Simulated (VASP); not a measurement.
OSZICAR of a VASP run on BaTiO3 (cubic perovskite):

**OSZICAR**
```
       N       E                     dE             d eps       ncg     rms          rms(c)
DAV:   1     0.487578612406E+03    0.48758E+03   -0.23839E+04   960   0.205E+03
DAV:   2     0.986519861875E+01   -0.47771E+03   -0.47052E+03  1112   0.522E+02
DAV:   3    -0.485097979355E+02   -0.58375E+02   -0.56922E+02  1440   0.158E+02
DAV:   4    -0.509989196039E+02   -0.24891E+01   -0.24879E+01  1376   0.315E+01
DAV:   5    -0.510949310178E+02   -0.96011E-01   -0.96008E-01  1368   0.458E+00    0.229E+01
DAV:   6    -0.402150041990E+02    0.10880E+02   -0.75597E+01  1456   0.760E+01    0.102E+01
DAV:   7    -0.401748531465E+02    0.40151E-01   -0.12267E+01  1216   0.255E+01    0.625E+00
DAV:   8    -0.399785585775E+02    0.19629E+00   -0.10505E+00  1272   0.970E+00    0.278E+00
DAV:   9    -0.400095038525E+02   -0.30945E-01   -0.26593E-01  1280   0.399E+00    0.127E+00
DAV:  10    -0.399944786932E+02    0.15025E-01   -0.10212E-01  1264   0.339E+00    0.326E-01
DAV:  11    -0.399939171822E+02    0.56151E-03   -0.50738E-03  1376   0.529E-01    0.666E-02
DAV:  12    -0.399940017347E+02   -0.84552E-04   -0.81108E-04  1136   0.193E-01    0.766E-02
DAV:  13    -0.399939195842E+02    0.82151E-04   -0.57346E-04  1184   0.215E-01    0.185E-02
DAV:  14    -0.399939205655E+02   -0.98131E-06   -0.47470E-05  1144   0.675E-02    0.920E-03
DAV:  15    -0.399939197761E+02    0.78935E-06   -0.15975E-05  1264   0.378E-02    0.372E-03
DAV:  16    -0.399939194351E+02    0.34099E-06   -0.98414E-07   592   0.991E-03
   1 F= -.37949293E+02 E0= -.37949293E+02  d E =-.379493E+02
       N       E                     dE             d eps       ncg     rms          rms(c)
DAV:   1    -0.408021448898E+02   -0.80823E+00   -0.27879E+01  1120   0.528E+01    0.815E+00
DAV:   2    -0.399793948075E+02    0.82275E+00   -0.28885E+00  1136   0.157E+01    0.287E+00
DAV:   3    -0.398540302983E+02    0.12536E+00   -0.76616E-01  1264   0.619E+00    0.602E-01
DAV:   4    -0.398616754030E+02   -0.76451E-02   -0.14865E-01  1232   0.204E+00    0.490E-01
DAV:   5    -0.398627089265E+02   -0.10335E-02   -0.77949E-03  1208   0.582E-01    0.352E-01
DAV:   6    -0.398685277739E+02   -0.58188E-02   -0.12967E-02  1160   0.707E-01    0.185E-01
DAV:   7    -0.398696642957E+02   -0.11365E-02   -0.60113E-03  1440   0.436E-01    0.420E-02
DAV:   8    -0.398697021593E+02   -0.37864E-04   -0.18630E-04  1248   0.102E-01    0.147E-02
DAV:   9    -0.398697056267E+02   -0.34673E-05   -0.31978E-05  1392   0.302E-02    0.305E-03
DAV:  10    -0.398697063748E+02   -0.74817E-06   -0.14725E-06   856   0.879E-03
   2 F= -.37943652E+02 E0= -.37943652E+02  d E =0.564090E-02
       N       E                     dE             d eps       ncg     rms          rms(c)
DAV:   1    -0.402117050971E+02   -0.34200E+00   -0.73887E+00  1120   0.280E+01    0.420E+00
DAV:   2    -0.399965549952E+02    0.21515E+00   -0.83088E-01  1136   0.874E+00    0.147E+00
DAV:   3    -0.399661784109E+02    0.30377E-01   -0.25046E-01  1064   0.301E+00    0.556E-01
DAV:   4    -0.399627835005E+02    0.33949E-02   -0.47943E-02  1504   0.153E+00    0.277E-01
DAV:   5    -0.399641140343E+02   -0.13305E-02   -0.51633E-03  1392   0.527E-01    0.182E-01
DAV:   6    -0.399653943298E+02   -0.12803E-02   -0.35130E-03  1352   0.299E-01    0.140E-01
DAV:   7    -0.399658506588E+02   -0.45633E-03   -0.99132E-04  1272   0.202E-01    0.243E-02
DAV:   8    -0.399658615980E+02   -0.10939E-04   -0.84552E-05  1176   0.511E-02    0.246E-02
DAV:   9    -0.399658635245E+02   -0.19265E-05   -0.26384E-05  1152   0.428E-02    0.417E-03
DAV:  10    -0.399658645534E+02   -0.10289E-05   -0.21993E-06   832   0.101E-02    0.582E-04
DAV:  11    -0.399658645906E+02   -0.37190E-07   -0.19465E-07   504   0.416E-03
   3 F= -.37979201E+02 E0= -.37979201E+02  d E =-.299081E-01
```

Q: Which electronic solver shows in the log?

A: It is blocked Davidson (ALGO = Normal, or the opening steps of other solvers). The INCAR had ALGO = Normal.

Q: Can the final energy be trusted as converged?

A: Self-consistency was reached. It stopped with EDIFF = 1E-6, NELM = 100, NSW = 40 and EDIFFG = -0.02 after 3 ionic steps (PBE GGA, plane waves, VASP's PBE PAW potentials (set 64)). Energy and stress use the plane-wave basis of the starting cell.

The compound is BaTiO3 in the cubic perovskite structure, the ideal cubic form; the compound distorts at low or room temperature. This run relaxes it under an external pressure of 5 GPa. Symmetry was kept, so distortions that lower it aren't found.
